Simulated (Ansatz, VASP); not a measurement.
This is a calculation of GaGe3 for VASP 6.6.1.

INCAR

```
SYSTEM = GaGe3
ALGO = Normal
EDIFF = 1E-6
ENCUT = 520
GGA = PE
ISIF = 2
ISMEAR = -1
LASPH = .TRUE.
LCHARG = .TRUE.
LELF = .TRUE.
LREAL = .FALSE.
LVHAR = .TRUE.
LWAVE = .FALSE.
NBANDS = 36
NELM = 60
PREC = Accurate
SIGMA = 0.05
```

The input KPOINTS:

```
k-points
0
G
  6 6 6
  0 0 0
```

File POSCAR:

```
GaGe3
1.0
    4.1911258602      0.0000000000      0.0000000000
    0.0000000000      4.1911258602      0.0000000000
    0.0000000000      0.0000000000      4.1911258602
Ge Ga
3 1
Direct
    0.5000000000      0.5000000000      0.0000000000
    0.5000000000      0.0000000000      0.5000000000
    0.0000000000      0.5000000000      0.5000000000
    0.0000000000      0.0000000000      0.0000000000
```

Potentials or basis: VASP PAW PBE potentials, release 64 (Ge_d, Ga_d).

Launch:

```sh
$ cat potpaw_PBE.64/Ge_d/POTCAR potpaw_PBE.64/Ga_d/POTCAR > POTCAR
$ mpirun -np 1 vasp_std > vasp.out
```

Task: Set up the same calculation for Ansatz 0.2.0. Potentials there: Ansatz PAW.

Result: As run (the cutoff follows the program's own potentials):

The input input.yaml:

```yaml
crystal:
  lattice:
    - [4.1911258602, 0.0, 0.0]
    - [0.0, 4.1911258602, 0.0]
    - [0.0, 0.0, 4.1911258602]
  atoms:
    - { symbol: Ge, position: [0.5, 0.5, 0.0] }
    - { symbol: Ge, position: [0.5, 0.0, 0.5] }
    - { symbol: Ge, position: [0.0, 0.5, 0.5] }
    - { symbol: Ga, position: [0.0, 0.0, 0.0] }
hamiltonian:
  xc: pbe
  pseudopotentials: { kind: paw }
kpoints:
  mp_grid: { grid: [6, 6, 6] }
scf:
  occupations: { method: fermi_dirac, width: 0.05 }
output:
  forces: true
  stress: true
  eigenvalues: true
```

Potentials or basis: Ansatz PAW.

Command:

```sh
$ ansatz run input.yaml --threads 2 --pin off --max-ram 5120MiB --backend cpu --events-out ev --progress --plain --runs-dir out
```

Both were run:

|  | VASP | Ansatz | Ansatz less VASP |
| --- | --- | --- | --- |
| gap on the k mesh at the Fermi level (eV) | none | none | - |
| pressure (GPa) | 4.0 | 3.9 | -0.03 |

A gap of «none» marks a metal or a gap that the smearing closes.
